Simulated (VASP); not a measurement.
Computed with PBE GGA, VASP's PBE PAW potentials (set 64) (plane waves; VASP 6.6.1).

VASP ran on this input.

**POSCAR**
```
CeO2
1.0
  1.5300000000   0.8833460000   5.9239330000
 -1.5300000000   0.8833460000   5.9239330000
  0.0000000000  -1.7666920000   5.9239330000
Ce O
1 2
Cart
  0.0000000000   0.0000000000   0.0000000000
  0.0000000000  -0.0000000000  13.3697243877
  0.0000000000  -0.0000000000  10.3254152190
```

**INCAR**
```
! general
SYSTEM  = CeO2
PREC    = Accurate
ENCUT   = 400
LREAL   = .False.
LASPH   = .True.

! electronic loop
EDIFF   = 1E-6
NELM    = 100
ALGO    = Normal
LMAXMIX = 6

! smearing
ISMEAR  = 0
SIGMA   = 0.1

! functional
GGA     = PE

! spin
ISPIN   = 2
MAGMOM  = 1.0 2*0.0

! ions
ISIF    = 2

! output
LWAVE   = .False.
LCHARG  = .False.
LORBIT  = 11
```

### KPOINTS
```
kpoints
0
G
  5 5 5
0 0 0
```

POTCAR, in this order: Ce O (PBE.64 set). Program: vasp_std.

Output of the run:

**OSZICAR**
```
       N       E                     dE             d eps       ncg     rms          rms(c)
DAV:   1     0.214964024460E+03    0.21496E+03   -0.98127E+03  1300   0.145E+03
DAV:   2     0.179996421698E+02   -0.19696E+03   -0.18685E+03  1735   0.276E+02
DAV:   3    -0.234936507935E+02   -0.41493E+02   -0.38131E+02  1857   0.142E+02
DAV:   4    -0.252221141300E+02   -0.17285E+01   -0.17266E+01  1769   0.312E+01
DAV:   5    -0.253291502885E+02   -0.10704E+00   -0.10700E+00  2182   0.707E+00    0.305E+01
DAV:   6    -0.355617471457E+02   -0.10233E+02   -0.18547E+02  2248   0.605E+01    0.575E+01
DAV:   7    -0.240361807813E+02    0.11526E+02   -0.39236E+02  2547   0.133E+02    0.208E+01
DAV:   8    -0.248728085742E+02   -0.83663E+00   -0.10499E+01  1868   0.284E+01    0.123E+01
DAV:   9    -0.237482393400E+02    0.11246E+01   -0.14613E+00  2126   0.935E+00    0.806E+00
DAV:  10    -0.231607155002E+02    0.58752E+00   -0.37408E-01  2211   0.588E+00    0.672E+00
DAV:  11    -0.229049240377E+02    0.25579E+00   -0.76047E-02  2375   0.280E+00    0.610E+00
DAV:  12    -0.222527863513E+02    0.65214E+00   -0.60616E-01  2097   0.837E+00    0.427E+00
DAV:  13    -0.220607440195E+02    0.19204E+00   -0.18953E-01  2446   0.414E+00    0.338E+00
DAV:  14    -0.218709509814E+02    0.18979E+00   -0.27373E+00  1987   0.147E+01    0.283E+00
DAV:  15    -0.218530431868E+02    0.17908E-01   -0.11446E-01  2072   0.237E+00    0.138E+00
DAV:  16    -0.218298626292E+02    0.23181E-01   -0.15023E-01  2024   0.343E+00    0.322E-01
DAV:  17    -0.218362156191E+02   -0.63530E-02   -0.84421E-02  2290   0.271E+00    0.724E-01
DAV:  18    -0.218294905051E+02    0.67251E-02   -0.40062E-02  2109   0.189E+00    0.989E-02
DAV:  19    -0.218294899309E+02    0.57414E-06   -0.10852E-03  2162   0.264E-01    0.289E-02
DAV:  20    -0.218297703713E+02   -0.28044E-03   -0.19957E-03  2140   0.408E-01    0.164E-01
DAV:  21    -0.218294985151E+02    0.27186E-03   -0.24029E-03  2116   0.447E-01    0.237E-02
DAV:  22    -0.218295029368E+02   -0.44217E-05   -0.10847E-04  2102   0.947E-02    0.189E-02
DAV:  23    -0.218294986811E+02    0.42557E-05   -0.27482E-05  2042   0.503E-02    0.188E-03
DAV:  24    -0.218295000340E+02   -0.13530E-05   -0.63604E-06  1700   0.243E-02    0.104E-02
DAV:  25    -0.218294988122E+02    0.12218E-05   -0.10020E-05  1846   0.292E-02    0.323E-03
DAV:  26    -0.218294990059E+02   -0.19362E-06   -0.14551E-06   984   0.133E-02
   1 F= -.21829499E+02 E0= -.21829494E+02  d E =-.915849E-05  mag=    -0.0000
```

### OUTCAR
```
------------------------ aborting loop because EDIFF is reached ----------------------------------------
  FORCE on cell =-STRESS in cart. coord.  units (eV):
  Direction    XX          YY          ZZ          XY          YZ          ZX
  --------------------------------------------------------------------------------------
  Total        5.7636034      5.7636045    -11.9607284      0.0000000      0.0000000      0.0000000
  in kB      192.2299280    192.2299663   -398.9188393      0.0000000      0.0000000      0.0000000
  external PRESSURE =      -4.8196483 kB  Pullay stress =       0.0000000 kB
  volume of cell :       48.04
      direct lattice vectors                 reciprocal lattice vectors
     1.530000000  0.883346000  5.923933000     0.326797386  0.188676540  0.056268924
    -1.530000000  0.883346000  5.923933000    -0.326797386  0.188676540  0.056268924
     0.000000000 -1.766692000  5.923933000     0.000000000 -0.377353079  0.056268924
 POSITION                                       TOTAL-FORCE (eV/Angst)
 -----------------------------------------------------------------------------------
      0.00000      0.00000      0.00000         0.000000     -0.000000     -0.009218
      0.00000      0.00000     13.36972         0.000000      0.000000     -3.532016
      0.00000      0.00000     10.32542         0.000000     -0.000000      3.541233
 -----------------------------------------------------------------------------------
    total drift:                               -0.000000      0.000010     -0.000024
  FREE ENERGIE OF THE ION-ELECTRON SYSTEM (eV)
  ---------------------------------------------------
  free  energy   TOTEN  =       -21.8294990059 eV

  energy  without entropy=      -21.8294898474  energy(sigma->0) =      -21.82949443

 total charge

# of ion       s       p       d       f       tot
--------------------------------------------------
    1        2.031   5.724   1.150   1.082   9.987
    2        1.622   3.312   0.000   0.000   4.934
    3        1.622   3.312   0.000   0.000   4.933
--------------------------------------------------
tot          5.274  12.348   1.150   1.082  19.854

 magnetization (x)

# of ion       s       p       d       f       tot
--------------------------------------------------
    1       -0.000  -0.000  -0.000  -0.000  -0.000
    2       -0.000   0.000   0.000   0.000   0.000
    3       -0.000   0.000   0.000   0.000   0.000
--------------------------------------------------
tot         -0.000   0.000  -0.000  -0.000  -0.000
```
(Selected blocks of OUTCAR.)

File OUTCAR:
```
 val. band max:        2.6771262811   @ k =  -0.4000   0.4000   0.2000

 cond. band min:       3.1943732010   @ k =   0.0000   0.0000   0.0000


 Fermi energy:         2.9447387445

 spin component 1

 k-point     1 :       0.0000    0.0000    0.0000
  band No.  band energies     occupation
      1     -31.0337      1.00000
      2     -16.0386      1.00000
      3     -13.1186      1.00000
      4     -11.4987      1.00000
      5     -11.4987      1.00000
      6      -9.3406      1.00000
      7      -0.0795      1.00000
      8       1.6530      1.00000
      9       1.6530      1.00000
     10       1.6599      1.00000
     11       1.6599      1.00000
     12       2.1318      1.00000
     13       3.1944      0.00021
     14       4.8009      0.00000
     15       4.8420      0.00000
     16       4.8420      0.00000
     17       5.0276      0.00000

 k-point     2 :       0.2000   -0.0000    0.0000
  band No.  band energies     occupation
      1     -30.7373      1.00000
      2     -15.5404      1.00000
      3     -14.4952      1.00000
      4     -11.8950      1.00000
      5     -11.5163      1.00000
      6      -9.9550      1.00000
      7       0.0368      1.00000
      8       0.9913      1.00000
      9       1.4804      1.00000
     10       1.6215      1.00000
     11       2.0009      1.00000
     12       2.4734      1.00000
     13       3.7247      0.00000
     14       4.3571      0.00000
     15       4.5918      0.00000
     16       4.7361      0.00000
     17       4.9117      0.00000

 k-point     3 :       0.4000    0.0000    0.0000
  band No.  band energies     occupation
      1     -30.1939      1.00000
      2     -16.5121      1.00000
      3     -14.3170      1.00000
      4     -12.4653      1.00000
      5     -11.3955      1.00000
      6     -11.3801      1.00000
      7      -0.2603      1.00000
      8       0.6952      1.00000
      9       1.2042      1.00000
...
```

At this cut-off the stress carries a Pulay error, which pulls relaxed volumes low.  The moments were started parallel, and other spin orders were not tried in this run.

The structure was generated: CeO2 was put into an ordered model structure, which need not be its known phase. The cell was not relaxed at this level. The k-mesh is coarse (spacing up to 0.48 per Å, 2π included), so the numbers may not be converged in it. The run is one of a series of settings (KPOINTS 5×5×5 Γ-centred mesh against the base run), some of them coarse on purpose.
